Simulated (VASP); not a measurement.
Output of a VASP run:

### OSZICAR
```
...
DAV:   4    -0.996287389387E+01   -0.90695E-01   -0.90587E-01  1111   0.997E+00
DAV:   5    -0.996468944599E+01   -0.18156E-02   -0.18154E-02  1135   0.119E+00    0.511E+00
DAV:   6    -0.965743385900E+01    0.30726E+00   -0.47807E-01  1430   0.177E+01    0.329E+00
DAV:   7    -0.959577796006E+01    0.61656E-01   -0.15446E-01  1302   0.377E+00    0.120E+00
DAV:   8    -0.959256190650E+01    0.32161E-02   -0.16492E-02  1090   0.207E+00    0.303E-01
DAV:   9    -0.959264093539E+01   -0.79029E-04   -0.13851E-03  1215   0.678E-01    0.680E-02
DAV:  10    -0.959263149443E+01    0.94410E-05   -0.92186E-05  1241   0.102E-01    0.209E-02
DAV:  11    -0.959264989307E+01   -0.18399E-04   -0.20675E-05  1010   0.588E-02    0.537E-03
DAV:  12    -0.959264982266E+01    0.70408E-07   -0.13969E-06   823   0.224E-02
   1 F= -.32106778E+01 E0= -.32106778E+01  d E =-.321068E+01
       N       E                     dE             d eps       ncg     rms          rms(c)
DAV:   1    -0.127677085963E+02   -0.31751E+01   -0.43541E+01  1225   0.142E+02    0.134E+01
DAV:   2    -0.922873707609E+01    0.35390E+01   -0.92031E+00  1185   0.146E+02    0.476E+00
DAV:   3    -0.864290099151E+01    0.58584E+00   -0.43629E-01  1130   0.764E+00    0.212E+00
DAV:   4    -0.850040374664E+01    0.14250E+00   -0.63258E-02  1359   0.308E+00    0.865E-01
DAV:   5    -0.849411639892E+01    0.62873E-02   -0.13160E-02  1402   0.177E+00    0.250E-01
DAV:   6    -0.849232677900E+01    0.17896E-02   -0.26189E-03  1074   0.592E-01    0.512E-02
DAV:   7    -0.849228931366E+01    0.37465E-04   -0.84453E-05  1382   0.158E-01    0.234E-02
DAV:   8    -0.849229222698E+01   -0.29133E-05   -0.80339E-06  1307   0.487E-02    0.946E-03
DAV:   9    -0.849229241575E+01   -0.18877E-06   -0.39668E-07   560   0.971E-03
   2 F= -.30430839E+01 E0= -.30430839E+01  d E =0.167594E+00
       N       E                     dE             d eps       ncg     rms          rms(c)
DAV:   1    -0.109780157644E+02   -0.24857E+01   -0.22610E+01  1235   0.140E+02    0.755E+00
DAV:   2    -0.970360105097E+01    0.12744E+01   -0.19385E+00  1170   0.345E+01    0.355E+00
DAV:   3    -0.935604584624E+01    0.34756E+00   -0.48017E-01  1220   0.185E+01    0.697E-01
DAV:   4    -0.932608041988E+01    0.29965E-01   -0.65871E-02  1154   0.581E+00    0.290E-01
DAV:   5    -0.932315753389E+01    0.29229E-02   -0.54001E-03  1237   0.174E+00    0.217E-01
DAV:   6    -0.932253638057E+01    0.62115E-03   -0.13356E-03  1090   0.806E-01    0.784E-02
DAV:   7    -0.932245088708E+01    0.85493E-04   -0.44870E-04  1230   0.650E-01    0.450E-02
DAV:   8    -0.932245894860E+01   -0.80615E-05   -0.57299E-05   980   0.756E-02    0.260E-02
DAV:   9    -0.932245621260E+01    0.27360E-05   -0.78259E-06  1228   0.801E-02    0.110E-02
DAV:  10    -0.932245626590E+01   -0.53298E-07   -0.78689E-07   490   0.167E-02
   3 F= -.32696560E+01 E0= -.32696560E+01  d E =-.589783E-01
       N       E                     dE             d eps       ncg     rms          rms(c)
DAV:   1    -0.931126916564E+01    0.11187E-01   -0.73105E-03  1220   0.215E+00    0.148E-01
DAV:   2    -0.931079606757E+01    0.47310E-03   -0.84162E-04  1175   0.930E-01    0.647E-02
DAV:   3    -0.931068454668E+01    0.11152E-03   -0.10420E-04  1225   0.278E-01    0.169E-02
DAV:   4    -0.931067303810E+01    0.11509E-04   -0.15180E-05  1178   0.606E-02    0.569E-03
DAV:   5    -0.931067214928E+01    0.88882E-06   -0.49574E-07   490   0.121E-02
   4 F= -.32697265E+01 E0= -.32697265E+01  d E =-.590487E-01
```

File OUTCAR:
```
------------------------ aborting loop because EDIFF is reached ----------------------------------------
  FORCE on cell =-STRESS in cart. coord.  units (eV):
  Direction    XX          YY          ZZ          XY          YZ          ZX
  --------------------------------------------------------------------------------------
  Total        6.0691008      6.0691008      6.0691008      0.0000000      0.0000000     -0.0000000
  in kB      301.3982152    301.3982152    301.3982152      0.0000000      0.0000000     -0.0000000
  external PRESSURE =       1.3982152 kB  Pullay stress =     300.0000000 kB
  volume of cell :       32.26
      direct lattice vectors                 reciprocal lattice vectors
     0.000000000  2.526706244  2.526706244    -0.197886082  0.197886082  0.197886082
     2.526706244 -0.000000000  2.526706244     0.197886082 -0.197886082  0.197886082
     2.526706244  2.526706244  0.000000000     0.197886082  0.197886082 -0.197886082
  FREE ENERGIE OF THE ION-ELECTRON SYSTEM (eV)
  ---------------------------------------------------
  free  energy   TOTEN  =        -9.3106721493 eV

  energy  without entropy=       -9.3106721493  energy(sigma->0) =       -9.31067215
  enthalpy is  TOTEN    =        -3.2697264953 eV   P V=        6.0409456540

 reached required accuracy - stopping structural energy minimisation
```
(Selected blocks of OUTCAR.)

File POSCAR:
```
GaP
1
    0.0000000000     2.5733848691     2.5733848691
    2.5733848691     0.0000000000     2.5733848691
    2.5733848691     2.5733848691     0.0000000000
Ga P
1 1
Direct
  0.0000000000   0.0000000000   0.0000000000
  0.2500000000   0.2500000000   0.2500000000
```

Question: Write an INCAR and KPOINTS that could have produced this output.

Answer: Several could match; the one computed here: the input of the run itself, PBEsol GGA, plane waves, VASP's PBE PAW potentials (set 64).

INCAR:
```
SYSTEM = GaP
PREC = Accurate
ENCUT = 500
EDIFF = 1E-6
NELM = 100
ALGO = Normal
LREAL = .FALSE.
LASPH = .TRUE.
ISMEAR = 0
SIGMA = 0.05
GGA = PS
LMAXMIX = 4
LWAVE = .FALSE.
LCHARG = .FALSE.
IBRION = 2
ISIF = 3
NSW = 40
EDIFFG = -0.02
PSTRESS = 300
```

### KPOINTS
```
Automatic mesh
0
G
 9 9 9
```

POTCAR, in this order: Ga_d P (PBE.64 set). Program: vasp_std.

Energy and stress use the plane-wave basis of the starting cell.

The compound is GaP in the zinc blende structure. This run relaxes it under an external pressure of 30 GPa. Symmetry was kept, so distortions that lower it aren't found.
